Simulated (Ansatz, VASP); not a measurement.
# Ir: VASP beside Ansatz, part 2 of 2

Aim: how closely do two programs agree when they are given the same cell, functional and k mesh? The structure shown is the end of the Ansatz relaxation below.

VASP 6.6.1 and Ansatz 0.2.0.

So far. Step 6 (VASP: single point, PBEsol, pair 2): The run ends at a pressure of 1.09 GPa.

### Step 7. Side by side

What differs besides the data sets and the points named for the pairs above, as far as they apply: the data sets hold 34 valence electrons in Ansatz (on its PAW soft_1 files) and 18 in VASP. Total energies have different zeros and are not compared.

The two programs side by side:

| quantity | Ansatz | VASP | difference |
| --- | --- | --- | --- |
| pressure (GPa) | 0.01 | 1.09 | -1.08 |

### Step 8. Ansatz: relaxation, PBEsol

This run makes the geometry at which the two programs are then compared. The cell compared in this pair holds 27.11 Å³, against 28.10 Å³ for the pair before.

The structure compared here is the end of the Ansatz relaxation.

Contents of input.yaml:

```yaml
crystal:
  lattice:
    - [2.62740699, 0.0, 0.0]
    - [0.0, 2.62740699, 0.0]
    - [0.0, 0.0, 3.899585412]
  atoms:
    - { symbol: Ir, position: [0.0, 0.0, 0.0] }
    - { symbol: Ir, position: [0.5, 0.5, 0.5] }
kpoints:
  mp_grid: { grid: [16, 16, 11] }
scf:
  occupations: { method: fermi_dirac, width: 0.05 }
hamiltonian:
  xc: pbesol
  pseudopotentials: { kind: paw, azcp: { folder: soft_1 }, xc_functional: pbe }
basis:
  ecutwfc: 600
output:
  forces: true
  stress: true
  write_density: true
  write_potential: true
  elf: true
  volumetric_format: npy
relax:
  f_tol: 0.005
  max_steps: 70
  cell: { stress_tol: 0.02, p_target: 0, fix: [a, b, alpha, beta, gamma] }
```

Run with:

```
ansatz run input.yaml --threads 4 --pin off --max-ram 10240MiB --backend cpu --events-out ev --progress --plain --runs-dir out
```

Numbers of over 12 decimals in the logs are rounded to 6 here.

The program printed:

```text
[...]
Crystal: 2 atoms, lattice volume = 26.920 Å³
Basis set: ecut = 600 eV, 919 PW (Γ), exchange–correlation on 48×48×64 points (8 copies of the dense FFT grid, shifted against one another)
Bands: 21, of which v1, the nominal top of the filled ones, is band 17 counted from 1 (16 counted from 0)
Symmetry: 32 space group operations
[...]
k-points: 270 of 2816
[...]
k-point 269: bands = [... 13 lower, 22.3344, 25.0309, 25.0309, 29.0973, 29.0973, 35.6966, 35.6966, 36.2779]
--- Relaxed structure (4 steps of the walk, 3 accepted, 1 SCFs on fresh bases) ---
[...]
cell:  # Å, volume = 27.1062 Å³
    - [2.62740699, 0, 0]
    - [0, 2.62740699, 0]
    - [0, 0, 3.926570]
  atoms:
    - { symbol: Ir, position: [0.0, 0.0, 0.0] }
    - { symbol: Ir, position: [0.5, 0.5, 0.500000] }
[key lines of the parts left out:]
SCF converged after 8 iterations
Free energy (F): -23600.772170 eV
Fermi energy:    27.036782 eV
P = ⅓ Tr σ = 16.0460 GPa (160.460 kbar)
```

### Step 9. VASP: single point, PBEsol, pair 3

The same cell, functional, mesh and smearing now go to VASP, with its own data sets.

Contents of INCAR:

```
SYSTEM = Ir
PREC = Accurate
ENCUT = 500
EDIFF = 1E-06
NELM = 120
ISMEAR = -1
SIGMA = 0.05
LREAL = .FALSE.
ALGO = Normal
GGA = PS
NBANDS = 15
LASPH = .TRUE.
LORBIT = 11
LWAVE = .FALSE.
LCHARG = .FALSE.
ISIF = 2
GGA_COMPAT = .FALSE.
KPAR = 2
```

Contents of POSCAR:

```
Ir
1.0
    2.6274069900      0.0000000000      0.0000000000
    0.0000000000      2.6274069900      0.0000000000
    0.0000000000      0.0000000000      3.9265695997
Ir
2
Direct
    0.0000000000      0.0000000000      0.0000000000
    0.5000000000      0.5000000000      0.5000000000
```

Contents of KPOINTS:

```
Automatic mesh
0
Gamma
16 16 11
0 0 0
```

PAW data sets: Ir (PBE family, release 64).

Run with:

```
mpirun -np 2 vasp_std
```

The program printed:

```text
[... set-up lines as in an earlier step ...]
 entering main loop
       N       E                     dE             d eps       ncg     rms          rms(c)
DAV:   1     0.149139912050E+03    0.14914E+03   -0.81776E+03  8116   0.116E+03
DAV:   2    -0.166475431445E+02   -0.16579E+03   -0.15083E+03  8107   0.330E+02
DAV:   3    -0.206743417450E+02   -0.40268E+01   -0.39575E+01 10697   0.620E+01
DAV:   4    -0.207184490200E+02   -0.44107E-01   -0.44079E-01  9370   0.561E+00
[...]
DAV:   9    -0.195116739919E+02    0.84614E-02   -0.60991E-03  9864   0.106E+00    0.336E-02
DAV:  10    -0.195116654105E+02    0.85814E-05   -0.34611E-05 12612   0.605E-02    0.244E-02
DAV:  11    -0.195116645100E+02    0.90045E-06   -0.72789E-06 10221   0.297E-02
   1 F= -.19511665E+02 E0= -.19503628E+02  d E =-.160726E-01
```

From OUTCAR (step 9):

```text
  Total        4.3099986      4.3099986      0.2418076      0.0000000      0.0000000      0.0000000
  in kB      254.7532335    254.7532335     14.2926439      0.0000000      0.0000000      0.0000000
  external PRESSURE =     174.5997036 kB  Pullay stress =       0.0000000 kB

 POSITION                                       TOTAL-FORCE (eV/Angst)
 -----------------------------------------------------------------------------------
      0.00000      0.00000      0.00000         0.000000      0.000000      0.000000
      1.31370      1.31370      1.96328        -0.000000     -0.000000      0.000000
 -----------------------------------------------------------------------------------
    total drift:                               -0.000000      0.000000      0.000000

  FREE ENERGIE OF THE ION-ELECTRON SYSTEM (eV)
  ---------------------------------------------------
  free  energy   TOTEN  =       -19.5116645100 eV

  energy  without entropy=      -19.4955919032  energy(sigma->0) =      -19.50362821

[... 1 part as in an earlier step ...]

[... 2 further parts left out ...]
[key lines of the parts left out:]
E-fermi :  10.9981
```

The run ends at a pressure of 17.46 GPa.

### Step 10. Comparison

What differs besides the data sets and the points named for the pairs above, as far as they apply: the data sets hold 34 valence electrons in Ansatz (on its PAW soft_1 files) and 18 in VASP. Total energies have different zeros and are not compared.

The two programs side by side:

| quantity | Ansatz | VASP | difference |
| --- | --- | --- | --- |
| pressure (GPa) | 16.05 | 17.46 | -1.41 |

### Step 11. What came out

```json
{
  "difference in pressure (single point, PBEsol, pair 1)": "-1.2 GPa",
  "difference in pressure (single point, PBEsol, pair 2)": "-1.1 GPa",
  "difference in pressure (single point, PBEsol, pair 3)": "-1.4 GPa"
}
```

What this shows: The difference in pressure is -1.4 GPa (single point, PBEsol, pair 3), beyond the 1 GPa picked in this series as the mark of a large difference. The data sets hold unlike numbers of valence electrons (34 in Ansatz and 18 in VASP), so part of the differences comes from the potentials. What causes the difference of the single point, PBEsol, pair 1 pair stays open here. What causes the difference of the single point, PBEsol, pair 2 pair stays open here. What causes the difference of the single point, PBEsol, pair 3 pair stays open here. 4 further runs of this series are not shown here. Such differences can come from data sets, numerical settings and the points named under the comparisons, not from the functional's error against experiment.

[Lines on the potential files, build, host, timing and source positions are cut from VASP's logs without a mark.]

[Logs are printed without paths, hosts, clocks, repeated set-up lines and the standing remarks that a program may print on its own settings, such as how far it seeks lower states.]

[Hosts, paths, dates, database ids (printed as entryN), source tags and the programs' standing remarks are cut or masked in the printed files.]
